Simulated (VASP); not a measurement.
All values below come from TPSS meta-GGA, VASP's PBE PAW potentials (set 64) (plane waves; VASP).

VASP ran on this input.

INCAR:
```
LREAL  =  .FALSE.   # projection in real space or not
PREC  =  Accurate
SYSTEM  =  CdF2
ALGO  =  Normal   # blocked Davidson
LCHARG  =  .FALSE.
LWAVE  =  .FALSE.
METAGGA  =  TPSS
NELM  =  100
LMAXMIX  =  4
SIGMA  =  0.05   # width (eV)
LMIXTAU  =  .TRUE.
EDIFF  =  1E-7   # SCF stop (eV)
ISMEAR  =  0   # Gaussian
ENCUT  =  520   # plane-wave cut-off (eV)
LASPH  =  .TRUE.
ISIF  =  2   # forces and stress, cell fixed
```

### POSCAR
```
CdF2
1.0
  0.0000000000   2.7187715963   2.7187715963
  2.7187715963   0.0000000000   2.7187715963
  2.7187715963   2.7187715963   0.0000000000
Cd F
1 2
Cartesian
  0.0000000000   0.0000000000   0.0000000000
  1.3593857981   1.3593857981   1.3593857981
  4.0781573944   4.0781573944   4.0781573944
```

### KPOINTS
```
Automatic mesh
0
Gamma
7 7 7
0 0 0
```

POTCAR, in this order: Cd F (PBE.64 set). Program: vasp_std.

The run wrote:

**OSZICAR**
```
       N       E                     dE             d eps       ncg     rms          rms(c)
DAV:   1     0.218383054465E+03    0.21838E+03   -0.15904E+04   680   0.157E+03
DAV:   2    -0.369177372929E+01   -0.22207E+03   -0.21554E+03   801   0.414E+02
DAV:   3    -0.134681660452E+02   -0.97764E+01   -0.97633E+01   717   0.990E+01
DAV:   4    -0.135218324267E+02   -0.53666E-01   -0.53658E-01   798   0.713E+00
DAV:   5    -0.135220231918E+02   -0.19077E-03   -0.19076E-03   725   0.359E-01    0.109E+01
DAV:   6    -0.247759582737E+02   -0.11254E+02   -0.10620E+02   680   0.153E+02    0.109E+01
DAV:   7    -0.248774009735E+02   -0.10144E+00   -0.50883E-01   691   0.132E+01    0.917E+00
DAV:   8    -0.247408220921E+02    0.13658E+00   -0.12083E+01   687   0.441E+01    0.550E+00
DAV:   9    -0.246140435867E+02    0.12678E+00   -0.34364E+00   715   0.231E+01    0.142E+00
DAV:  10    -0.246542447715E+02   -0.40201E-01   -0.10172E+00   767   0.154E+01    0.132E+00
DAV:  11    -0.245027282451E+02    0.15152E+00   -0.20175E-01   681   0.536E+00    0.485E-01
DAV:  12    -0.245151573654E+02   -0.12429E-01   -0.18616E-02   700   0.137E+00    0.103E-01
DAV:  13    -0.245052545122E+02    0.99029E-02   -0.75489E-03   690   0.114E+00    0.250E-01
DAV:  14    -0.245128242850E+02   -0.75698E-02   -0.13988E-02   682   0.158E+00    0.550E-02
DAV:  15    -0.245199735665E+02   -0.71493E-02   -0.19143E-03   711   0.591E-01    0.534E-02
DAV:  16    -0.245200449800E+02   -0.71414E-04   -0.89584E-05   692   0.115E-01    0.284E-02
DAV:  17    -0.245200263017E+02    0.18678E-04   -0.12924E-04   711   0.137E-01    0.119E-02
DAV:  18    -0.245201107739E+02   -0.84472E-04   -0.36238E-05   682   0.749E-02    0.721E-03
DAV:  19    -0.245201402841E+02   -0.29510E-04   -0.37385E-06   725   0.271E-02    0.387E-03
DAV:  20    -0.245201379815E+02    0.23027E-05   -0.16449E-06   683   0.141E-02    0.119E-03
DAV:  21    -0.245201406710E+02   -0.26896E-05   -0.16106E-07   596   0.593E-03    0.147E-03
DAV:  22    -0.245201406520E+02    0.19049E-07   -0.10366E-07   507   0.470E-03
   1 F= -.24520141E+02 E0= -.24520141E+02  d E =-.398399E-11
```

File OUTCAR:
```
------------------------ aborting loop because EDIFF is reached ----------------------------------------
  FORCE on cell =-STRESS in cart. coord.  units (eV):
  Direction    XX          YY          ZZ          XY          YZ          ZX
  --------------------------------------------------------------------------------------
  Total        0.0511441      0.0511441      0.0511441      0.0000000      0.0000000     -0.0000000
  in kB        2.0387216      2.0387216      2.0387216      0.0000000      0.0000000     -0.0000000
  external PRESSURE =       2.0387216 kB  Pullay stress =       0.0000000 kB
  volume of cell :       40.19
      direct lattice vectors                 reciprocal lattice vectors
     0.000000000  2.718771596  2.718771596    -0.183906585  0.183906585  0.183906585
     2.718771596  0.000000000  2.718771596     0.183906585 -0.183906585  0.183906585
     2.718771596  2.718771596  0.000000000     0.183906585  0.183906585 -0.183906585
 POSITION                                       TOTAL-FORCE (eV/Angst)
 -----------------------------------------------------------------------------------
      0.00000      0.00000      0.00000        -0.000000      0.000000      0.000000
      1.35939      1.35939      1.35939         0.000000      0.000000     -0.000000
      4.07816      4.07816      4.07816        -0.000000     -0.000000      0.000000
 -----------------------------------------------------------------------------------
    total drift:                                0.000000     -0.000000      0.000000
  FREE ENERGIE OF THE ION-ELECTRON SYSTEM (eV)
  ---------------------------------------------------
  free  energy   TOTEN  =       -24.5201406520 eV

  energy  without entropy=      -24.5201406520  energy(sigma->0) =      -24.52014065
```
(Selected blocks of OUTCAR.)

The compound is CdF2 in the fluorite structure. It was relaxed first.
